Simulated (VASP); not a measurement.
Output of a VASP run:

**OUTCAR**
```
 ion  position               nearest neighbor table
   1  0.849  0.726  0.093-   6 2.42   4 2.42
   2  0.151  0.274  0.907-   5 2.42   3 2.42
   3  0.093  0.849  0.726-   2 2.42   6 2.42
   4  0.907  0.151  0.274-   1 2.42   5 2.42
   5  0.726  0.093  0.849-   2 2.42   4 2.42
   6  0.274  0.907  0.151-   1 2.42   3 2.42
  LATTYP: Found a trigonal (rhomboedric) cell.
 ALAT       =     6.8832374005
 COS(alpha) =    -0.4137272146
 Subroutine PRICEL returns:
 Original cell was already a primitive cell.
 Subroutine GETGRP returns: Found  6 space group operations
The static configuration has the point symmetry S_6 .
The dynamic configuration has the point symmetry S_6 .
 Subroutine INISYM returns: Found  6 space group operations
 Subroutine IBZKPT returns following result:
 Found      6 irreducible k-points:

 Following reciprocal coordinates:
            Coordinates               Weight
  0.000000  0.000000  0.000000      1.000000
  0.333333 -0.000000  0.000000      6.000000
  0.333333  0.333333  0.000000      6.000000
 -0.333333  0.333333  0.000000      6.000000
  0.333333  0.333333  0.333333      2.000000
 -0.333333  0.333333  0.333333      6.000000
   k-points           NKPTS =      6   k-points in BZ     NKDIM =      6   number of bands    NBANDS=     22
   number of dos      NEDOS =    301   number of ions     NIONS =      6
   total plane-waves  NPLWV =  64000
   dimension x,y,z NGX =    40 NGY =   40 NGZ =   40
   dimension x,y,z NGXF=    80 NGYF=   80 NGZF=   80
   ions per type =               6
   PREC   = accura    normal or accurate (medium, high low for compatibility)
   ISTART =      0    job   : 0-new  1-cont  2-samecut
   ICHARG =      2    charge: 1-file 2-atom 10-const
   ISPIN  =      1    spin polarized calculation?
   LNONCOLLINEAR =      F non collinear calculations
   LSORBIT =      F    spin-orbit coupling
   INIWAV =      1    electr: 0-lowe 1-rand  2-diag
   ENCUT  =  300.0 eV  22.05 Ry    4.70 a.u.   9.72  9.72  9.72*2*pi/ulx,y,z
   NELM   =    100;   NELMIN=  2; NELMDL= -5     # of ELM steps
   EDIFF  = 0.1E-05   stopping-criterion for ELM
   LREAL  =      F    real-space projection
   NLSPLINE    = F    spline interpolate recip. space projectors
   LMAXMIX     =    4 max onsite mixed and CHGCAR
   VOSKOWN=      0    Vosko Wilk Nusair interpolation
   EDIFFG = 0.1E-04   stopping-criterion for IOM
   NSW    =      0    number of steps for IOM
   NBLOCK =      1;   KBLOCK =      1    inner block; outer block
   IBRION =     -1    ionic relax: 0-MD 1-quasi-New 2-CG
   NFREE  =      0    steps in history (QN), initial steepest desc. (CG)
   ISIF   =      2    stress and relaxation
   ISYM   =      2    0-nonsym 1-usesym 2-fastsym
   TEIN   =    0.0    initial temperature
   TEBEG  =    0.0;   TEEND  =   0.0 temperature during run
   SMASS  =  -3.00    Nose mass-parameter (am)
   PSTRESS=    0.0 pullay stress
   NELECT =      36.0000    total number of electrons
   EFERMI =   0.00;   METHOD = LEGACY
   ISMEAR =    -1;   SIGMA  =   0.01  broadening in eV -4-tet -1-fermi 0-gaus
   IALGO  =     38    algorithm
   LDIAG  =      T    sub-space diagonalisation (order eigenvalues)
   IMIX   =      4    mixing-type and parameters
     AMIX     =   0.40;   BMIX     =  1.00
     AMIX_MAG =   1.60;   BMIX_MAG =  1.00
     AMIN     =   0.10
   GGA     = PS    functional components
   VOSKOWN =     0    Vosko Wilk Nusair interpolation
   LHFCALC =     F    Hartree Fock is set to
   LHFONE  =     F    Hartree Fock one center treatment
   AEXX    =    0.0000 exact exchange contribution
   IVDW    =     0    specifies the selected vdW correction
   LEPSILON=     F    determine dielectric tensor
   LRPA    =     F    only Hartree local field effects (RPA)
  energy-cutoff  :      300.00
  volume of cell :      191.51
      direct lattice vectors                 reciprocal lattice vectors
     5.787094000  3.341180000  1.650760000     0.086399150  0.049882571  0.201927203
    -5.787094000  3.341180000  1.650760000    -0.086399150  0.049882571  0.201927203
...
```

**OSZICAR**
```
       N       E                     dE             d eps       ncg     rms          rms(c)
DAV:   1     0.165755145952E+03    0.16576E+03   -0.10688E+04   264   0.873E+02
DAV:   2    -0.970940378964E+01   -0.17546E+03   -0.17202E+03   378   0.184E+02
DAV:   3    -0.226262220602E+02   -0.12917E+02   -0.12870E+02   300   0.577E+01
DAV:   4    -0.228388164523E+02   -0.21259E+00   -0.21169E+00   380   0.762E+00
DAV:   5    -0.228419578178E+02   -0.31414E-02   -0.31390E-02   336   0.919E-01    0.861E+00
DAV:   6    -0.226310205434E+02    0.21094E+00   -0.12354E-01   340   0.186E+00    0.520E+00
DAV:   7    -0.225425388859E+02    0.88482E-01   -0.24602E-01   350   0.259E+00    0.284E-01
DAV:   8    -0.225424318049E+02    0.10708E-03   -0.18006E-02   318   0.759E-01    0.112E-01
DAV:   9    -0.225426316179E+02   -0.19981E-03   -0.71390E-04   384   0.137E-01    0.402E-02
DAV:  10    -0.225426950376E+02   -0.63420E-04   -0.70953E-05   326   0.478E-02    0.116E-02
DAV:  11    -0.225427055718E+02   -0.10534E-04   -0.11178E-05   336   0.174E-02    0.637E-03
DAV:  12    -0.225427074723E+02   -0.19006E-05   -0.33789E-06   270   0.947E-03    0.147E-03
DAV:  13    -0.225427077191E+02   -0.24678E-06   -0.37333E-07   240   0.332E-03
   1 F= -.22542708E+02 E0= -.22542708E+02  d E =-.603433E-12
```

**OUTCAR**
```
------------------------ aborting loop because EDIFF is reached ----------------------------------------
  FORCE on cell =-STRESS in cart. coord.  units (eV):
  Direction    XX          YY          ZZ          XY          YZ          ZX
  --------------------------------------------------------------------------------------
  Total       -4.8870137     -4.8870139     -2.5638342     -0.0000004      0.0000005      0.0000000
  in kB      -40.8844818    -40.8844832    -21.4488930     -0.0000035      0.0000043      0.0000000
  external PRESSURE =     -34.4059527 kB  Pullay stress =       0.0000000 kB
  volume of cell :      191.51
      direct lattice vectors                 reciprocal lattice vectors
     5.787094000  3.341180000  1.650760000     0.086399150  0.049882571  0.201927203
    -5.787094000  3.341180000  1.650760000    -0.086399150  0.049882571  0.201927203
     0.000000000 -6.682361000  1.650760000     0.000000000 -0.099765143  0.201927173
 POSITION                                       TOTAL-FORCE (eV/Angst)
 -----------------------------------------------------------------------------------
      0.71314      4.64287      2.75310        -0.046981      0.285365      0.428143
     -0.71314     -4.64287      2.19918         0.046981     -0.285365     -0.428143
     -4.37742     -1.70384      2.75310        -0.223643     -0.183369      0.428143
      4.37742      1.70383      2.19918         0.223643      0.183369     -0.428143
      3.66427     -2.93904      2.75310         0.270623     -0.101996      0.428143
     -3.66427      2.93904      2.19918        -0.270623      0.101996     -0.428143
 -----------------------------------------------------------------------------------
    total drift:                                0.000000      0.000000     -0.000000
  FREE ENERGIE OF THE ION-ELECTRON SYSTEM (eV)
  ---------------------------------------------------
  free  energy   TOTEN  =       -22.5427077191 eV

  energy  without entropy=      -22.5427077191  energy(sigma->0) =      -22.54270772
```
(Selected blocks of OUTCAR.)

File POSCAR:
```
Se
1
    5.7870940000     3.3411800000     1.6507600000
   -5.7870940000     3.3411800000     1.6507600000
    0.0000000000    -6.6823610000     1.6507600000
Se
6
Direct
  0.8491400000   0.7259100000   0.0927300000
  0.1508600000   0.2740900000   0.9072700000
  0.0927300000   0.8491400000   0.7259100000
  0.9072700000   0.1508600000   0.2740900000
  0.7259100000   0.0927300000   0.8491400000
  0.2740900000   0.9072700000   0.1508600000
```

Q: Reconstruct the remaining input files.

A: This is not unique; one that fits is the input of the run itself, PBEsol GGA, plane waves, VASP's PBE PAW potentials (set 64).

### INCAR
```
SYSTEM = Se
PREC = Accurate; ENCUT = 300; LREAL = .FALSE.
LASPH = .TRUE.
EDIFF = 1E-6; NELM = 100; ALGO = Normal
LMAXMIX = 4
ISMEAR = -1; SIGMA = 0.01
GGA = PS
ISIF = 2
LWAVE = .FALSE.; LCHARG = .FALSE.
```

KPOINTS:
```
Automatic mesh
0
Gamma
3 3 3
0 0 0
```

POTCAR, in this order: Se (PBE.64 set). Program: vasp_std.

The structure comes from a computed database's Se entry (R-3); how it stands against other phases isn't given here. The cell was not relaxed at this level. The k-mesh is coarse (spacing up to 0.47 per Å, 2π included), so the numbers may not be converged in it.
